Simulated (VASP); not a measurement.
Level of theory: PBE GGA, VASP's PBE PAW potentials (set 64) (plane waves; VASP).

A VASP calculation is set up with these files.

File KPOINTS:
```
Automatic mesh
0
Gamma
5 5 4
0 0 0
```

POSCAR:
```
SiO2
1.0
  2.5034185588  -4.3360482579   0.0000000000
  2.5034185588   4.3360482579   0.0000000000
  0.0000000000   0.0000000000   5.4946717684
Si O
3 6
Cart
  1.1882917630   2.0581817653   1.8315554246
  2.6302535917   0.0000000000   0.0000000000
  1.1882917630  -2.0581817653   3.6631163438
  1.6881891702   0.6690884522   1.1475316028
  3.5832949512   1.1274705218   4.8106479467
  2.2387715549  -2.5394892822   2.5155792463
  3.5832949512  -1.1274705218   0.6840238217
  1.6881891702  -0.6690884522   4.3471401656
  2.2387715549   2.5394892822   2.9790925221
```

**INCAR**
```
SYSTEM = SiO2
PREC = Accurate
ENCUT = 480
EDIFF = 1E-6
NELM = 100
ALGO = Normal
LREAL = .FALSE.
LASPH = .TRUE.
ISMEAR = 0
SIGMA = 0.05
GGA = PE
LWAVE = .FALSE.
LCHARG = .FALSE.
IBRION = 2
ISIF = 3
NSW = 60
EDIFFG = -0.02
```

POTCAR, in this order: Si O (PBE.64 set). Program: vasp_std.

What VASP printed:

### OSZICAR
```
       N       E                     dE             d eps       ncg     rms          rms(c)
DAV:   1     0.304041822473E+03    0.30404E+03   -0.24446E+04   986   0.143E+03
DAV:   2    -0.600168310654E+02   -0.36406E+03   -0.35270E+03  1297   0.331E+02
DAV:   3    -0.802440437932E+02   -0.20227E+02   -0.20166E+02  1151   0.891E+01
DAV:   4    -0.805161841120E+02   -0.27214E+00   -0.27172E+00  1164   0.112E+01
DAV:   5    -0.805217338592E+02   -0.55497E-02   -0.55482E-02  1141   0.155E+00    0.247E+01
DAV:   6    -0.710888859746E+02    0.94328E+01   -0.42922E+01  1116   0.364E+01    0.113E+01
DAV:   7    -0.711256694150E+02   -0.36783E-01   -0.10449E+00  1206   0.554E+00    0.437E+00
DAV:   8    -0.711328659597E+02   -0.71965E-02   -0.48451E-02  1156   0.185E+00    0.155E+00
DAV:   9    -0.711454973491E+02   -0.12631E-01   -0.21933E-02  1116   0.123E+00    0.348E-01
DAV:  10    -0.711472062030E+02   -0.17089E-02   -0.42793E-03  1136   0.383E-01    0.106E-01
DAV:  11    -0.711470768703E+02    0.12933E-03   -0.14265E-03  1151   0.227E-01    0.174E-02
DAV:  12    -0.711470831634E+02   -0.62931E-05   -0.34218E-05  1146   0.381E-02    0.150E-02
DAV:  13    -0.711470852362E+02   -0.20728E-05   -0.13038E-05  1136   0.211E-02    0.305E-03
DAV:  14    -0.711470857484E+02   -0.51216E-06   -0.45908E-07   743   0.445E-03
   1 F= -.71147086E+02 E0= -.71147086E+02  d E =-.711471E+02
       N       E                     dE             d eps       ncg     rms          rms(c)
DAV:   1    -0.711470001467E+02    0.85090E-04   -0.14211E-01  1026   0.266E+00    0.251E-01
DAV:   2    -0.711466829998E+02    0.31715E-03   -0.55970E-03  1146   0.495E-01    0.842E-02
DAV:   3    -0.711465826373E+02    0.10036E-03   -0.34794E-04  1126   0.122E-01    0.397E-02
DAV:   4    -0.711465662236E+02    0.16414E-04   -0.74942E-05  1151   0.601E-02    0.167E-02
DAV:   5    -0.711465657514E+02    0.47227E-06   -0.11922E-05  1156   0.240E-02    0.589E-03
DAV:   6    -0.711465658176E+02   -0.66207E-07   -0.10561E-06   683   0.733E-03
   2 F= -.71146566E+02 E0= -.71146566E+02  d E =0.519931E-03
       N       E                     dE             d eps       ncg     rms          rms(c)
DAV:   1    -0.711474589119E+02   -0.89316E-03   -0.62927E-02  1006   0.177E+00    0.167E-01
DAV:   2    -0.711473083082E+02    0.15060E-03   -0.24724E-03  1146   0.329E-01    0.569E-02
DAV:   3    -0.711472624003E+02    0.45908E-04   -0.15695E-04  1126   0.814E-02    0.271E-02
DAV:   4    -0.711472548958E+02    0.75045E-05   -0.33502E-05  1151   0.401E-02    0.115E-02
DAV:   5    -0.711472538833E+02    0.10125E-05   -0.54473E-06  1136   0.162E-02    0.390E-03
DAV:   6    -0.711472537579E+02    0.12541E-06   -0.49428E-07   643   0.503E-03
   3 F= -.71147254E+02 E0= -.71147254E+02  d E =-.168010E-03
       N       E                     dE             d eps       ncg     rms          rms(c)
DAV:   1    -0.711473350398E+02   -0.81157E-04   -0.33485E-02  1006   0.131E+00    0.695E-02
DAV:   2    -0.711473491517E+02   -0.14112E-04   -0.70939E-04  1156   0.178E-01    0.221E-02
DAV:   3    -0.711473416543E+02    0.74974E-05   -0.25677E-05  1151   0.343E-02    0.112E-02
DAV:   4    -0.711473402701E+02    0.13842E-05   -0.56359E-06  1141   0.176E-02    0.409E-03
DAV:   5    -0.711473404342E+02   -0.16412E-06   -0.83243E-07   668   0.706E-03
   4 F= -.71147340E+02 E0= -.71147340E+02  d E =-.866763E-04
```

**OUTCAR**
```
------------------------ aborting loop because EDIFF is reached ----------------------------------------
  FORCE on cell =-STRESS in cart. coord.  units (eV):
  Direction    XX          YY          ZZ          XY          YZ          ZX
  --------------------------------------------------------------------------------------
  Total        0.0707949      0.0707949      0.1003156      0.0000000      0.0000000     -0.0000000
  in kB        0.9517869      0.9517869      1.3486709      0.0000000      0.0000000     -0.0000000
  external PRESSURE =       1.0840816 kB  Pullay stress =       0.0000000 kB
  volume of cell :      119.17
      direct lattice vectors                 reciprocal lattice vectors
     2.502421525 -4.334321345  0.000000000     0.199806465 -0.115358313 -0.000000000
     2.502421525  4.334321345 -0.000000000     0.199806465  0.115358313  0.000000000
     0.000000000 -0.000000000  5.493656069     0.000000000  0.000000000  0.182028141
 POSITION                                       TOTAL-FORCE (eV/Angst)
 -----------------------------------------------------------------------------------
      3.68952     -2.27821      1.83122        -0.004342     -0.007521      0.000000
      2.63065     -0.00000      5.49366         0.008684      0.000000      0.000000
      3.68952      2.27821      3.66244        -0.004342      0.007521      0.000000
      1.68733      0.66941      1.14632        -0.007188      0.000802     -0.006594
      3.58145      1.12657      4.80876         0.002900     -0.006626     -0.006594
      2.23848     -2.53835      2.51611         0.004288     -0.005825      0.006594
      3.58145     -1.12657      0.68489         0.002900      0.006626      0.006594
      1.68733     -0.66941      4.34733        -0.007188     -0.000802      0.006594
      2.23848      2.53835      2.97755         0.004288      0.005825     -0.006594
 -----------------------------------------------------------------------------------
    total drift:                               -0.001465      0.000943      0.000001
  FREE ENERGIE OF THE ION-ELECTRON SYSTEM (eV)
  ---------------------------------------------------
  free  energy   TOTEN  =       -71.1473404342 eV

  energy  without entropy=      -71.1473404342  energy(sigma->0) =      -71.14734043

 reached required accuracy - stopping structural energy minimisation
```
(Selected blocks of OUTCAR.)

File CONTCAR:
```
SiO2
   1.00000000000000
     2.5024215253855675   -4.3343213452242670    0.0000000000000000
     2.5024215253855675    4.3343213452242670   -0.0000000000000000
     0.0000000000000000   -0.0000000000000000    5.4936560692651231
  Si              O
     3     6
Direct
     0.9999999999999931    0.4743794574745843    0.3333330000000032
     0.5256205425254227    0.5256205425254227    1.0000000000000000
     0.4743794574745843    0.9999999999999931    0.6666669999999968
     0.2599174151053280    0.4143611537232003    0.2086631850653187
     0.5856388462767913    0.8455562611821262    0.8753301850653155
     0.7400825848946770    0.1544437388178772    0.4580028149346806
     0.8455562611821262    0.5856388462767913    0.1246698149346845
     0.4143611537232003    0.2599174151053280    0.7913368149346813
     0.1544437388178772    0.7400825848946770    0.5419971850653194
```

### OUTCAR
```
 val. band max:        0.6947491415   @ k =   0.4000   0.2000   0.0000

 cond. band min:       6.4059786109   @ k =   0.0000   0.0000   0.0000


 Fermi energy:         0.9748109839

 k-point     1 :       0.0000    0.0000    0.0000
  band No.  band energies     occupation
      1     -18.5495      2.00000
      2     -17.1011      2.00000
      3     -17.1010      2.00000
      4     -16.5006      2.00000
      5     -16.4627      2.00000
      6     -16.4626      2.00000
      7      -7.5373      2.00000
      8      -7.5373      2.00000
      9      -4.6901      2.00000
     10      -4.6273      2.00000
     11      -4.4684      2.00000
     12      -4.4684      2.00000
     13      -2.0957      2.00000
     14      -2.0956      2.00000
     15      -1.9409      2.00000
     16      -1.6863      2.00000
     17      -0.7779      2.00000
     18      -0.7779      2.00000
     19      -0.7715      2.00000
     20      -0.2487      2.00000
     21      -0.2487      2.00000
     22       0.1404      2.00000
     23       0.3793      2.00000
     24       0.3793      2.00000
     25       6.4060      0.00000
     26       9.7880      0.00000
     27       9.7880      0.00000
     28      10.1087      0.00000
     29      10.1088      0.00000

 k-point     2 :       0.2000   -0.0000    0.0000
  band No.  band energies     occupation
      1     -18.4405      2.00000
      2     -17.2318      2.00000
      3     -17.0878      2.00000
      4     -16.5190      2.00000
      5     -16.4807      2.00000
      6     -16.4702      2.00000
      7      -7.5869      2.00000
      8      -7.2818      2.00000
      9      -4.7148      2.00000
     10      -4.6757      2.00000
     11      -4.6271      2.00000
     12      -4.2564      2.00000
     13      -2.2610      2.00000
     14      -2.0240      2.00000
     15      -1.8940      2.00000
     16      -1.4688      2.00000
     17      -1.1323      2.00000
     18      -0.8459      2.00000
     19      -0.7798      2.00000
...
```

The compound is SiO2 in the quartz structure. This run relaxes it. Symmetry was kept, so distortions that lower it aren't found. The start is the result of an earlier pass.
